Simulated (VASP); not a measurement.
Output of a VASP run:

OUTCAR:
```
 ion  position               nearest neighbor table
   1  0.500  0.500  0.500-   2 2.52   2 2.52   2 2.52   2 2.52   2 2.52   2 2.52   2 2.52   2 2.52
  LATTYP: Found a simple cubic cell.
 ALAT       =     2.9100000000
 Subroutine PRICEL returns:
 Original cell was already a primitive cell.
 Subroutine GETGRP returns: Found 48 space group operations
The static configuration has the point symmetry O_h .
The dynamic configuration has the point symmetry O_h .
 Subroutine INISYM returns: Found 48 space group operations
 Subroutine IBZKPT returns following result:
 Found     56 irreducible k-points:

 Following reciprocal coordinates:
            Coordinates               Weight
  0.000000  0.000000  0.000000      1.000000
  0.090909  0.000000  0.000000      6.000000
  0.181818  0.000000  0.000000      6.000000
  0.272727  0.000000  0.000000      6.000000
  0.363636  0.000000  0.000000      6.000000
  0.454545  0.000000  0.000000      6.000000
  0.090909  0.090909  0.000000     12.000000
  0.181818  0.090909  0.000000     24.000000
  0.272727  0.090909  0.000000     24.000000
  0.363636  0.090909  0.000000     24.000000
  0.454545  0.090909  0.000000     24.000000
  0.181818  0.181818  0.000000     12.000000
  0.272727  0.181818  0.000000     24.000000
  0.363636  0.181818  0.000000     24.000000
  0.454545  0.181818  0.000000     24.000000
  0.272727  0.272727  0.000000     12.000000
  0.363636  0.272727  0.000000     24.000000
  0.454545  0.272727  0.000000     24.000000
  0.363636  0.363636  0.000000     12.000000
  0.454545  0.363636  0.000000     24.000000
  0.454545  0.454545  0.000000     12.000000
  0.090909  0.090909  0.090909      8.000000
  0.181818  0.090909  0.090909     24.000000
  0.272727  0.090909  0.090909     24.000000
  0.363636  0.090909  0.090909     24.000000
  0.454545  0.090909  0.090909     24.000000
  0.181818  0.181818  0.090909     24.000000
  0.272727  0.181818  0.090909     48.000000
  0.363636  0.181818  0.090909     48.000000
  0.454545  0.181818  0.090909     48.000000
  0.272727  0.272727  0.090909     24.000000
  0.363636  0.272727  0.090909     48.000000
  0.454545  0.272727  0.090909     48.000000
  0.363636  0.363636  0.090909     24.000000
  0.454545  0.363636  0.090909     48.000000
  0.454545  0.454545  0.090909     24.000000
  0.181818  0.181818  0.181818      8.000000
  0.272727  0.181818  0.181818     24.000000
  0.363636  0.181818  0.181818     24.000000
  0.454545  0.181818  0.181818     24.000000
   k-points           NKPTS =     56   k-points in BZ     NKDIM =     56   number of bands    NBANDS=      9
   number of dos      NEDOS =    301   number of ions     NIONS =      2
   total plane-waves  NPLWV =  13824
   dimension x,y,z NGX =    24 NGY =   24 NGZ =   24
   dimension x,y,z NGXF=    48 NGYF=   48 NGZF=   48
   ions per type =               1   1
   PREC   = accura    normal or accurate (medium, high low for compatibility)
   ISTART =      0    job   : 0-new  1-cont  2-samecut
   ICHARG =      2    charge: 1-file 2-atom 10-const
   ISPIN  =      1    spin polarized calculation?
   LNONCOLLINEAR =      F non collinear calculations
   LSORBIT =      F    spin-orbit coupling
   INIWAV =      1    electr: 0-lowe 1-rand  2-diag
   ENCUT  =  520.0 eV  38.22 Ry    6.18 a.u.   5.41  5.41  5.41*2*pi/ulx,y,z
   NELM   =    100;   NELMIN=  2; NELMDL= -5     # of ELM steps
   EDIFF  = 0.1E-05   stopping-criterion for ELM
   LREAL  =      F    real-space projection
   NLSPLINE    = F    spline interpolate recip. space projectors
   LMAXMIX     =    4 max onsite mixed and CHGCAR
   VOSKOWN=      0    Vosko Wilk Nusair interpolation
   EDIFFG = -.1E-01   stopping-criterion for IOM
   NSW    =     60    number of steps for IOM
   NBLOCK =      1;   KBLOCK =     60    inner block; outer block
   IBRION =      2    ionic relax: 0-MD 1-quasi-New 2-CG
   NFREE  =      1    steps in history (QN), initial steepest desc. (CG)
...
```

### OSZICAR
```
       N       E                     dE             d eps       ncg     rms          rms(c)
DAV:   1     0.322801656425E+02    0.32280E+02   -0.49449E+03  1008   0.121E+03
DAV:   2    -0.126454579069E+02   -0.44926E+02   -0.43122E+02  1017   0.177E+02
DAV:   3    -0.138560767109E+02   -0.12106E+01   -0.11839E+01  1162   0.395E+01
DAV:   4    -0.138822390624E+02   -0.26162E-01   -0.26141E-01  1271   0.525E+00
DAV:   5    -0.138828910128E+02   -0.65195E-03   -0.65191E-03  1245   0.754E-01    0.134E+01
DAV:   6    -0.162123470704E+02   -0.23295E+01   -0.77810E+01  1147   0.135E+02    0.193E+01
DAV:   7    -0.120034407794E+02    0.42089E+01   -0.39597E+01  1137   0.846E+01    0.258E+00
DAV:   8    -0.119759362659E+02    0.27505E-01   -0.21635E-01  1113   0.569E+00    0.153E+00
DAV:   9    -0.119622457947E+02    0.13690E-01   -0.45929E-02  1216   0.330E+00    0.353E-01
DAV:  10    -0.119618941260E+02    0.35167E-03   -0.99746E-04  1321   0.428E-01    0.169E-01
DAV:  11    -0.119618796686E+02    0.14457E-04   -0.20223E-05  1059   0.498E-02    0.150E-02
DAV:  12    -0.119618788800E+02    0.78868E-06   -0.43016E-06  1039   0.264E-02
   1 F= -.11961879E+02 E0= -.11961942E+02  d E =-.119619E+02
       N       E                     dE             d eps       ncg     rms          rms(c)
DAV:   1    -0.122949028062E+02   -0.33302E+00   -0.59011E+00  1053   0.466E+01    0.533E+00
DAV:   2    -0.126249388461E+02   -0.33004E+00   -0.12606E+01  1147   0.557E+01    0.673E+00
DAV:   3    -0.119706149963E+02    0.65432E+00   -0.52856E+00  1140   0.352E+01    0.726E-01
DAV:   4    -0.119663830705E+02    0.42319E-02   -0.23591E-02  1042   0.165E+00    0.343E-01
DAV:   5    -0.119650666741E+02    0.13164E-02   -0.35577E-03  1434   0.702E-01    0.743E-02
DAV:   6    -0.119650658992E+02    0.77494E-06   -0.13204E-04  1141   0.190E-01    0.296E-02
DAV:   7    -0.119650683822E+02   -0.24830E-05   -0.31243E-06  1128   0.214E-02    0.248E-03
DAV:   8    -0.119650680327E+02    0.34948E-06   -0.78061E-08   510   0.371E-03
   2 F= -.11965068E+02 E0= -.11965165E+02  d E =-.318915E-02
       N       E                     dE             d eps       ncg     rms          rms(c)
DAV:   1    -0.120361622960E+02   -0.71094E-01   -0.11706E+00  1051   0.210E+01    0.234E+00
DAV:   2    -0.121102618584E+02   -0.74100E-01   -0.26533E+00  1230   0.251E+01    0.305E+00
DAV:   3    -0.119721962780E+02    0.13807E+00   -0.99468E-01  1205   0.157E+01    0.287E-01
DAV:   4    -0.119712576941E+02    0.93858E-03   -0.30619E-03  1037   0.533E-01    0.105E-01
DAV:   5    -0.119711519850E+02    0.10571E-03   -0.42241E-04  1411   0.252E-01    0.208E-02
DAV:   6    -0.119711567169E+02   -0.47319E-05   -0.90882E-06  1073   0.496E-02    0.479E-03
DAV:   7    -0.119711568798E+02   -0.16287E-06   -0.22201E-07   534   0.565E-03
   3 F= -.11971157E+02 E0= -.11971243E+02  d E =-.927800E-02
```

**OUTCAR**
```
------------------------ aborting loop because EDIFF is reached ----------------------------------------
  FORCE on cell =-STRESS in cart. coord.  units (eV):
  Direction    XX          YY          ZZ          XY          YZ          ZX
  --------------------------------------------------------------------------------------
  Total        0.0031339      0.0031339      0.0031339     -0.0000000     -0.0000000      0.0000000
  in kB        0.2093670      0.2093670      0.2093670     -0.0000000     -0.0000000      0.0000000
  external PRESSURE =       0.2093670 kB  Pullay stress =       0.0000000 kB
  volume of cell :       23.98
      direct lattice vectors                 reciprocal lattice vectors
     2.883771684  0.000000000  0.000000000     0.346768090 -0.000000000 -0.000000000
     0.000000000  2.883771684  0.000000000    -0.000000000  0.346768090  0.000000000
     0.000000000 -0.000000000  2.883771684    -0.000000000 -0.000000000  0.346768090
 POSITION                                       TOTAL-FORCE (eV/Angst)
 -----------------------------------------------------------------------------------
      1.44189      1.44189      1.44189         0.000000      0.000000      0.000000
      0.00000      0.00000      0.00000        -0.000000     -0.000000      0.000000
 -----------------------------------------------------------------------------------
    total drift:                                0.000000      0.000000      0.000000
  FREE ENERGIE OF THE ION-ELECTRON SYSTEM (eV)
  ---------------------------------------------------
  free  energy   TOTEN  =       -11.9711568798 eV

  energy  without entropy=      -11.9714139111  energy(sigma->0) =      -11.97124256

 reached required accuracy - stopping structural energy minimisation
```
(Selected blocks of OUTCAR.)

### POSCAR
```
FeAl
1
    2.9100000000     0.0000000000     0.0000000000
    0.0000000000     2.9100000000     0.0000000000
    0.0000000000     0.0000000000     2.9100000000
Al Fe
1 1
Direct
  0.5000000000   0.5000000000   0.5000000000
  0.0000000000   0.0000000000   0.0000000000
```

Task: Reconstruct the remaining input files.

Result: Several could match; the one computed here: the input of the run itself, revPBE GGA, plane waves, VASP's PBE PAW potentials (set 64).

### INCAR
```
GGA=RE
EDIFFG=-0.01
ALGO=Normal   # blocked Davidson
PREC=Accurate
LREAL=.FALSE.   # projection in real space or not
IBRION=2
ISIF=3   # ions, shape and volume
SYSTEM=FeAl
LASPH=.TRUE.   # aspherical one-centre terms
EDIFF=1E-6
LWAVE=.FALSE.
NSW=60   # most ionic steps
NELM=100   # most electronic steps
ISMEAR=1
SIGMA=0.1   # width (eV)
LMAXMIX=4   # l cut-off of mixed one-centre charges
LCHARG=.FALSE.
ENCUT=520
```

**KPOINTS**
```
Automatic mesh
0
Gamma
11 11 11
0 0 0
```

POTCAR, in this order: Al Fe (PBE.64 set). Program: vasp_std.

Energy and stress use the plane-wave basis of the starting cell.

The compound is FeAl in the CsCl type structure. This run relaxes it. Symmetry was kept, so distortions that lower it aren't found. The run is not spin-polarised, so no magnetic state was tried. The electron count is odd and the run is not spin-polarised, which forces a metal.
